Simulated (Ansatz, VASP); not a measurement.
# Al2O3 (Corundum): VASP beside Ansatz, part 2 of 2

Wanted: the spread between two codes on one cell, functional and k mesh.  The cell is taken from a series of runs on this material, whose earlier steps may have relaxed or scaled it; both programs get it as it stands.

VASP 6.6.1 and Ansatz 0.2.0.

So far. Step 2 (VASP: single point, r2SCAN): The run ends at a pressure of -0.47 GPa, with forces up to 0.82 eV/Å.

## 6. VASP: single point, PBE

Level of this step: PBE; plane waves and PAW (Al_GW, O_GW) (VASP).

A single point gives forces, pressure and levels at one fixed geometry, so differences don't come from the geometry; what else differs is listed under the comparison.

Contents of INCAR:

```
SYSTEM = Al2O3
PREC = Accurate
ENCUT = 670
EDIFF = 1E-06
NELM = 100
ISMEAR = 0
SIGMA = 0.03
LREAL = .FALSE.
ALGO = Normal
GGA = PE
NBANDS = 34
LORBIT = 11
LWAVE = .FALSE.
LCHARG = .FALSE.
KPAR = 4
ISIF = 2
```

Contents of POSCAR:

```
Al2O3
1.0
    2.3794853470      1.3737965056      4.3321625829
   -2.3794853470      1.3737965056      4.3321625829
    0.0000000000     -2.7475930112      4.3321625829
Al O
4 6
Direct
    0.1500000000      0.1500000000      0.1500000000
    0.3500000000      0.3500000000      0.3500000000
    0.8500000000      0.8500000000      0.8500000000
    0.6500000000      0.6500000000      0.6500000000
    0.9500000000      0.2500000000      0.5500000000
    0.5500000000      0.9500000000      0.2500000000
    0.2500000000      0.5500000000      0.9500000000
    0.0500000000      0.7500000000      0.4500000000
    0.4500000000      0.0500000000      0.7500000000
    0.7500000000      0.4500000000      0.0500000000
```

Contents of KPOINTS:

```
Automatic mesh
0
Gamma
6 6 6
0 0 0
```

The projector-augmented-wave data sets are Al_GW and O_GW (PBE family, release 64).

Command:

```sh
$ mpirun -np 4 vasp_std
```

Numbers of over 12 decimals in the logs are rounded to 6 here.

Output:

```text
[banner, memory and clock lines left out]
running    4 mpi-ranks, on    1 nodes
[...]
LDA part: xc-table for (Slater+PW92), standard interpolation
 POSCAR, INCAR and KPOINTS ok, starting setup
[...]
entering main loop
       N       E                     dE             d eps       ncg     rms          rms(c)
DAV:   1     0.579799255488E+03    0.57980E+03   -0.27396E+04  2176   0.171E+03
DAV:   2    -0.208606652732E+02   -0.60066E+03   -0.52675E+03  2564   0.722E+02
DAV:   3    -0.814520184112E+02   -0.60591E+02   -0.59925E+02  3272   0.187E+02
DAV:   4    -0.829837122226E+02   -0.15317E+01   -0.15262E+01  3160   0.324E+01
[...]
DAV:  11    -0.749023100633E+02    0.77641E-04   -0.74555E-04  3584   0.281E-01    0.119E-02
DAV:  12    -0.749023152112E+02   -0.51479E-05   -0.32255E-05  3544   0.647E-02    0.880E-03
DAV:  13    -0.749023142381E+02    0.97313E-06   -0.64473E-06  3120   0.291E-02
   1 F= -.74902314E+02 E0= -.74902314E+02  d E =-.248858E-13
```

OUTCAR, selected parts (step 6):

```text
  Total        3.8516934      3.8516934      4.0359376      0.0000000      0.0000000      0.0000000
  in kB       72.6274601     72.6274601     76.1015637      0.0000000      0.0000000      0.0000000
  external PRESSURE =      73.7854946 kB  Pullay stress =       0.0000000 kB

 POSITION                                       TOTAL-FORCE (eV/Angst)
 -----------------------------------------------------------------------------------
      0.00000      0.00000      1.94947         0.000000     -0.000000     -0.637173
      0.00000      0.00000      4.54877         0.000000     -0.000000      0.637173
      0.00000      0.00000     11.04701         0.000000     -0.000000      0.637173
      0.00000      0.00000      8.44772         0.000000     -0.000000     -0.637173
      1.66564      0.13738      7.58128        -0.423916     -0.734244     -0.000000
     -0.95179      1.37380      7.58128         0.847832     -0.000000      0.000000
     -0.71385     -1.51118      7.58128        -0.423916      0.734244     -0.000000
     -1.66564     -0.13738      5.41520         0.423916      0.734244     -0.000000
      0.95179     -1.37380      5.41520        -0.847832     -0.000000      0.000000
      0.71385      1.51118      5.41520         0.423916     -0.734244     -0.000000
 -----------------------------------------------------------------------------------
    total drift:                               -0.000000      0.000000      0.000000

  FREE ENERGIE OF THE ION-ELECTRON SYSTEM (eV)
  ---------------------------------------------------
  free  energy   TOTEN  =       -74.9023142381 eV

  energy  without entropy=      -74.9023142381  energy(sigma->0) =      -74.90231424

[... 2 parts as in an earlier step ...]

[... 1 further part left out ...]
[key lines of the parts left out:]
E-fermi :   5.2501
```

The run ends at a pressure of 7.38 GPa, with forces up to 0.85 eV/Å.

## 7. Ansatz: single point, PBE

The same cell, functional, mesh and smearing now go to Ansatz, which takes its cutoff from its data sets.

The cell is taken from a series of runs on this material, whose earlier steps may have relaxed or scaled it; both programs get it as it stands.

Contents of input.yaml:

```yaml
crystal:
  lattice:
    - [2.379485347, 1.3737965056, 4.3321625829]
    - [-2.379485347, 1.3737965056, 4.3321625829]
    - [0.0, -2.7475930112, 4.3321625829]
  atoms:
    - { symbol: Al, position: [0.15, 0.15, 0.15] }
    - { symbol: Al, position: [0.35, 0.35, 0.35] }
    - { symbol: Al, position: [0.85, 0.85, 0.85] }
    - { symbol: Al, position: [0.65, 0.65, 0.65] }
    - { symbol: O, position: [0.95, 0.25, 0.55] }
    - { symbol: O, position: [0.55, 0.95, 0.25] }
    - { symbol: O, position: [0.25, 0.55, 0.95] }
    - { symbol: O, position: [0.05, 0.75, 0.45] }
    - { symbol: O, position: [0.45, 0.05, 0.75] }
    - { symbol: O, position: [0.75, 0.45, 0.05] }
hamiltonian:
  xc: pbe
  pseudopotentials: { kind: paw }
kpoints:
  mp_grid: { grid: [6, 6, 6] }
  band_path:
    path:
      - [0.0, 0.0, 0.0]
      - [0.14286, 0.0, 0.0]
      - [0.28571, 0.0, 0.0]
      - [0.5, 0.0, 0.0]
      - [0.5, 0.03339, -0.03339]
      - [0.5, 0.13355, -0.13355]
      - [0.5, 0.20032, -0.20032]
      - [0.72825, 0.5, 0.27175]
      - [0.65217, 0.5, 0.34783]
      - [0.53804, 0.5, 0.46196]
      - [0.5, 0.5, 0.5]
      - [0.35714, 0.35714, 0.35714]
      - [0.14286, 0.14286, 0.14286]
      - [0.0, 0.0, 0.0]
      - [0.05241, 0.0, -0.05241]
      - [0.10482, 0.0, -0.10482]
      - [0.20963, 0.0, -0.20963]
      - [0.36685, 0.0, -0.36685]
      - [0.61413, 0.38587, 0.0]
      - [0.55706, 0.44294, 0.0]
      - [0.51902, 0.48098, 0.0]
      - [0.5, 0.5, 0.0]
      - [0.55706, 0.55706, 0.10016]
      - [0.5951, 0.5951, 0.16693]
      - [0.63315, 0.63315, 0.23371]
      - [0.5951, 0.5951, 0.30979]
      - [0.53804, 0.53804, 0.42392]
      - [0.5, 0.5, 0.5]
      - [0.57608, 0.10482, 0.10482]
      - [0.65217, 0.20963, 0.20963]
      - [0.76629, 0.36685, 0.36685]
    npoints: 1
scf:
  occupations: { method: gaussian, width: 0.03 }
  n_extra_bands: 11
output:
  forces: true
  stress: true
  eigenvalues: true
```

Command:

```sh
$ ansatz run input.yaml --threads 4 --pin off --max-ram 9216MiB --backend cpu --events-out ev --progress --plain --runs-dir out
```

Output:

```text
[...]
Crystal: 10 atoms, lattice volume = 84.969 Å³
Basis set: ecut = 420 eV, 1653 PW (Γ), exchange–correlation on 72×72×72 points (8 copies of the dense FFT grid, shifted against one another)
Bands: 35, of which v1, the nominal top of the filled ones, is band 24 counted from 1 (23 counted from 0)
Symmetry: 12 space group operations
[...]
k-points: 32 of 216
[...]
k-point 0: bands = [... 20 lower, 7.2067, 7.5953, 7.7135, 7.7135, 13.9813, 16.7186, 18.6281, 19.2435, ... 7 higher]
  k-point 1: bands = [... 20 lower, 6.9724, 7.3363, 7.5933, 7.6697, 14.6023, 17.2054, 18.1829, 18.7834, ... 7 higher]
  k-point 2: bands = [... 20 lower, 6.8038, 7.1618, 7.4779, 7.5037, 15.8860, 17.6626, 17.7872, 18.1528, ... 7 higher]
  k-point 31: bands = [... 20 lower, 7.3985, 7.3985, 7.3985, 7.3985, 16.3688, 16.3688, 19.1383, 19.1383, ... 7 higher]
[key lines of the parts left out:]
SCF converged after 6 iterations
Free energy (F): -5569.438273 eV
Fermi energy:    10.847456 eV
P = ⅓ Tr σ = 8.4684 GPa (84.684 kbar)
```

## 8. Comparison

What differs besides the data sets and the points named for the pairs above, as far as they apply: the cutoff is 420 eV in Ansatz and 670 eV in VASP; VASP leaves aspherical gradient terms in its spheres out (LASPH is not set), Ansatz keeps them. Total energies have different zeros and are not compared.

Compared:

| quantity | Ansatz | VASP | difference |
| --- | --- | --- | --- |
| pressure (GPa) | 8.47 | 7.38 | +1.09 |
| gap on the k mesh (eV) | 6.268 | 6.272 | -0.004 |

Forces (eV/Å; atoms numbered as in POSCAR):

| atom | Ansatz x, y, z | VASP x, y, z |
| --- | --- | --- |
| Al1 | 0.000, 0.000, -0.640 | 0.000, 0.000, -0.637 |
| Al2 | 0.000, 0.000, 0.640 | 0.000, 0.000, 0.637 |
| Al3 | 0.000, 0.000, 0.640 | 0.000, 0.000, 0.637 |
| Al4 | 0.000, 0.000, -0.640 | 0.000, 0.000, -0.637 |
| O5 | -0.427, -0.739, 0.000 | -0.424, -0.734, 0.000 |
| O6 | 0.853, 0.000, 0.000 | 0.848, 0.000, 0.000 |
| O7 | -0.427, 0.739, 0.000 | -0.424, 0.734, 0.000 |
| O8 | 0.427, 0.739, 0.000 | 0.424, 0.734, 0.000 |
| O9 | -0.853, 0.000, 0.000 | -0.848, 0.000, 0.000 |
| O10 | 0.427, -0.739, 0.000 | 0.424, -0.734, 0.000 |

The forces differ by 2.6 meV/Å r.m.s., which is 0.6 % of the r.m.s. force of 0.44 eV/Å (both taken over all components). Ansatz's pressure holds a Pulay correction of 0.88 GPa; VASP's holds none.

## 9. Further runs

The difference is large enough to ask for its cause, so further runs change the set-up of one program at a time, as the table lists.

| run | difference in pressure (GPa) |
| --- | --- |
| as above | 1.1 |
| VASP with the data sets Al and O_h and a cutoff of 1230 eV | 0.49 |

## 10. What came out

| Quantity | Value |
| --- | --- |
| difference in pressure (single point, r2SCAN) | 1.4 GPa |
| r.m.s. force difference (single point, r2SCAN) | 2.4 % of the r.m.s. force |
| difference in pressure (single point, PBE) | 1.1 GPa |

In words: The difference in pressure is 1.4 GPa (single point, r2SCAN), beyond the 1 GPa picked in this series as the mark of a large difference. For single point, r2SCAN: VASP with the data sets Al and O_h and a cutoff of 1230 eV cuts the difference in pressure from 1.4 to 0.96 GPa; whether that points to the cause isn't shown. For single point, PBE: with VASP with the data sets Al and O_h and a cutoff of 1230 eV the difference in pressure shrinks in size, from 1.1 to 0.49 GPa. How closely two codes agree says nothing of how well the functional describes the real material.

[Lines on the potential files, build, host, timing and source positions are cut from VASP's logs without a mark.]

[Logs are printed without paths, hosts, clocks, repeated set-up lines and the standing remarks that a program may print on its own settings, such as how far it seeks lower states.]

[Hosts, paths, dates, database ids (printed as entryN), source tags and the programs' standing remarks are cut or masked in the printed files.]
